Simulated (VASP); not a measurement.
Computed with r2SCAN meta-GGA, VASP's PBE PAW potentials (set 64) (plane waves; VASP 6.6.1).

The input files of a VASP run:

**POSCAR**
```
RuAl
1
    2.9242391482     0.0000000000     0.0000000000
    0.0000000000     2.9242391482     0.0000000000
   -0.0000000000    -0.0000000000     2.9242391482
Al Ru
1 1
Direct
  0.5000000000   0.5000000000   0.5000000000
  0.0000000000   0.0000000000   0.0000000000
```

**INCAR**
```
# general
SYSTEM  = RuAl
PREC    = Accurate
ENCUT   = 480
LREAL   = .FALSE.
LASPH   = .TRUE.

# electronic loop
EDIFF   = 1E-7
NELM    = 100
ALGO    = Normal
LMAXMIX = 4
LMIXTAU = .TRUE.

# smearing
ISMEAR  = 1
SIGMA   = 0.1

# functional
METAGGA = R2SCAN

# ions
IBRION  = 2
NSW     = 40
ISIF    = 3
EDIFFG  = -0.01
PSTRESS = 150

# output
LWAVE   = .FALSE.
LCHARG  = .FALSE.
```

KPOINTS:
```
Automatic mesh
0
Gamma
12 12 12
0 0 0
```

POTCAR, in this order: Al Ru_pv (PBE.64 set). Program: vasp_std.

The run wrote:

### OSZICAR
```
       N       E                     dE             d eps       ncg     rms          rms(c)
DAV:   1     0.906322502299E+02    0.90632E+02   -0.93578E+03  2056   0.129E+03
DAV:   2    -0.362643028036E+02   -0.12690E+03   -0.12188E+03  2180   0.354E+02
DAV:   3    -0.387742588277E+02   -0.25100E+01   -0.24505E+01  2468   0.509E+01
DAV:   4    -0.388011297271E+02   -0.26871E-01   -0.26855E-01  2372   0.518E+00
DAV:   5    -0.388019709164E+02   -0.84119E-03   -0.84114E-03  2896   0.686E-01    0.177E+01
DAV:   6    -0.335345864906E+02    0.52674E+01   -0.72661E+00  2124   0.363E+01    0.387E+00
DAV:   7    -0.335237178836E+02    0.10869E-01   -0.74595E-01  2136   0.107E+01    0.241E+00
DAV:   8    -0.335399051597E+02   -0.16187E-01   -0.32616E-02  2164   0.233E+00    0.922E-01
DAV:   9    -0.335448531517E+02   -0.49480E-02   -0.26947E-02  2152   0.183E+00    0.454E-01
DAV:  10    -0.335475122571E+02   -0.26591E-02   -0.33234E-03  2252   0.669E-01    0.150E-01
DAV:  11    -0.335475297400E+02   -0.17483E-04   -0.32927E-04  2432   0.222E-01    0.309E-02
DAV:  12    -0.335475193257E+02    0.10414E-04   -0.51193E-05  2136   0.914E-02    0.966E-03
DAV:  13    -0.335475002493E+02    0.19076E-04   -0.99893E-06  2340   0.395E-02    0.672E-03
DAV:  14    -0.335474994566E+02    0.79270E-06   -0.92005E-07  2356   0.126E-02    0.235E-03
DAV:  15    -0.335474996121E+02   -0.15558E-06   -0.43361E-07  2212   0.751E-03    0.528E-04
DAV:  16    -0.335474995728E+02    0.39353E-07   -0.52721E-08  1236   0.272E-03
   1 F= -.31206403E+02 E0= -.31206356E+02  d E =-.312064E+02
```

File OUTCAR:
```
------------------------ aborting loop because EDIFF is reached ----------------------------------------
  FORCE on cell =-STRESS in cart. coord.  units (eV):
  Direction    XX          YY          ZZ          XY          YZ          ZX
  --------------------------------------------------------------------------------------
  Total        2.3238395      2.3238395      2.3238395      0.0000000     -0.0000000     -0.0000000
  in kB      148.8942921    148.8942921    148.8942921      0.0000000     -0.0000000     -0.0000000
  external PRESSURE =      -1.1057079 kB  Pullay stress =     150.0000000 kB
  volume of cell :       25.01
      direct lattice vectors                 reciprocal lattice vectors
     2.924239148  0.000000000  0.000000000     0.341969295  0.000000000  0.000000000
     0.000000000  2.924239148  0.000000000     0.000000000  0.341969295  0.000000000
     0.000000000  0.000000000  2.924239148     0.000000000  0.000000000  0.341969295
 POSITION                                       TOTAL-FORCE (eV/Angst)
 -----------------------------------------------------------------------------------
      1.46212      1.46212      1.46212         0.000000      0.000000      0.000000
      0.00000      0.00000      0.00000         0.000000      0.000000      0.000000
 -----------------------------------------------------------------------------------
    total drift:                                0.000000      0.000000      0.000000
  FREE ENERGIE OF THE ION-ELECTRON SYSTEM (eV)
  ---------------------------------------------------
  free  energy   TOTEN  =       -33.5474995728 eV

  energy  without entropy=      -33.5473590298  energy(sigma->0) =      -33.54745273
  enthalpy is  TOTEN    =       -31.2064029556 eV   P V=        2.3410966172

 reached required accuracy - stopping structural energy minimisation
```
(Selected blocks of OUTCAR.)

The compound is RuAl in the CsCl type structure. It was relaxed first under an external pressure of 15 GPa. The electron count is odd and the run is not spin-polarised, which forces a metal.
